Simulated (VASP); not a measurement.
Set up this calculation in VASP 6.6.1, as the native input.

- Task: relaxation of cell and atoms
- Functional: PBEsol
- Potentials or basis: VASP PAW PBE potentials, release 64 (Sn_d)
- Cutoff: 480 eV
- k mesh: 16 × 16 × 16
- Occupations: gaussian, width 0.1 eV
- Spin: no spin polarisation
- Further INCAR settings: ALGO = Normal; EDIFF = 1e-07; IBRION = 2; EDIFFG = -0.005; NSW = 90; ISIF = 3

The structure of Sn lies in POSCAR:

```
Sn
1.0
   -2.9161500000      2.9161500000      1.5911500000
    2.9161500000     -2.9161500000      1.5911500000
    2.9161500000      2.9161500000     -1.5911500000
Sn
2
Direct
    0.0000000000      0.0000000000      0.0000000000
    0.7500000000      0.2500000000      0.5000000000
```

One way to write it, as run:

INCAR

```
SYSTEM = Sn
ALGO = Normal
EDIFF = 1E-7
EDIFFG = -0.005
ENCUT = 480
GGA = PS
IBRION = 2
ISIF = 3
ISMEAR = 0
LASPH = .True.
LCHARG = .False.
LREAL = .False.
LWAVE = .False.
NELM = 100
NSW = 90
PREC = Accurate
SIGMA = 0.1
```

KPOINTS

```
k-points
0
Gamma
  16 16 16
  0 0 0
```

Potentials or basis: VASP PAW PBE potentials, release 64 (Sn_d).

Command:

```sh
$ cat potpaw_PBE.64/Sn_d/POTCAR > POTCAR
$ mpirun -np 1 vasp_std > vasp.out
```

Results of the run:

```yaml
Relaxed_volume: 26.85 Å³/atom
Relaxed_cell: a = 4.419 Å, b = 4.419 Å, c = 4.419 Å, α = 97.30°, β = 97.30°, γ = 138.23°
Space_group_after_relaxing_to_0.05_Å: I4_1/amd (No. 141)
Energy_gained_by_relaxing: 0.8 meV/atom
Ionic_steps: 5
Pressure_after_relaxing: 0.0 GPa
Band_gap_on_the_k_mesh: none (metal or under the smearing width)
```

Caveat: the PAW data sets were made with another functional, which shifts forces and pressure a little.

Run time: 4.2 min on 1 thread of Intel(R) Xeon(R) 6975P-C (Granite Rapids), on a shared host, peak memory 0.37 GiB.
